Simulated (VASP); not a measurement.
An input for Ansatz (written as the equivalent of a VASP run, and not itself run):

Ansatz 0.2 input:
```yaml
crystal:
  lattice:
    - [4.2600000, 2.1300000, 2.1300000]
    - [2.1300000, 4.2600000, 2.1300000]
    - [2.1300000, 2.1300000, 4.2600000]
  atoms:
    - { symbol: Co, position: [-0.0072910, -0.0062460, 0.0223960], spin: 3 }
    - { symbol: Co, position: [0.4984610, 0.5363400, 0.4687020], spin: -3 }
    - { symbol: O, position: [0.2505630, 0.2670280, 0.2294210] }
    - { symbol: O, position: [0.7582670, 0.7028770, 0.7794810] }
kpoints:
  mp_grid: { grid: [6, 6, 6] }
hamiltonian:
  xc: pbe
  pseudopotentials: { kind: paw }
  hubbard:
    sites:
      - { species: Co, l: d, u_eff: 3.32 }
magnetization: { spin_polarized: true }
scf:
  occupations: { method: gaussian, width: 0.01 }
  max_iter: 100
output: { forces: true, stress: true, eigenvalues: true }
```

Problem. Write the VASP files for the same calculation (PBE+U).

Solution. One answer among several that fit: 
### POSCAR
```
CoO
4.260
  1.0000000000   0.5000000000   0.5000000000
  0.5000000000   1.0000000000   0.5000000000
  0.5000000000   0.5000000000   1.0000000000
Co O
2 2
Cart
  0.0007840000   0.0013065000   0.0156275000
  1.0009820000   1.0199215000   0.9861025000
  0.4987875000   0.5070200000   0.4882165000
  1.4994460000   1.4717510000   1.5100530000
```

### KPOINTS
```
Automatic mesh
0
Gamma
6 6 6
0 0 0
```

**INCAR**
```
! general
SYSTEM    =  CoO
PREC      =  Accurate
ENCUT     =  400
LREAL     =  .FALSE.
LASPH     =  .TRUE.

! electronic loop
EDIFF     =  1E-6
NELM      =  100
ALGO      =  Normal
LMAXMIX   =  4

! smearing
ISMEAR    =  0
SIGMA     =  0.01

! functional
GGA       =  PE

! spin
ISPIN     =  2
MAGMOM    =  3.0 -3.0 2*0.0

! DFT+U
LDAU      =  .TRUE.
LDAUTYPE  =  2
LDAUL     =  2 -1
LDAUU     =  3.32 0
LDAUJ     =  0 0

! ions
ISIF      =  2

! output
LWAVE     =  .FALSE.
LCHARG    =  .FALSE.
LORBIT    =  11
```

POTCAR, in this order: Co O (PBE.64 set). Program: vasp_std.

Limits of the translation: each code has its own PAW files, so the cut-off isn't converted (ENCUT is set for VASP's; basis.ecutwfc is left out, and Ansatz then takes the one that its files recommend); Ansatz stops its SCF on the density residual and VASP on the energy change (EDIFF); the +U projectors differ, so the same U acts differently.

The structure is a typed CoO crystal. The cell was not relaxed at this level, atoms are displaced from their ideal sites.
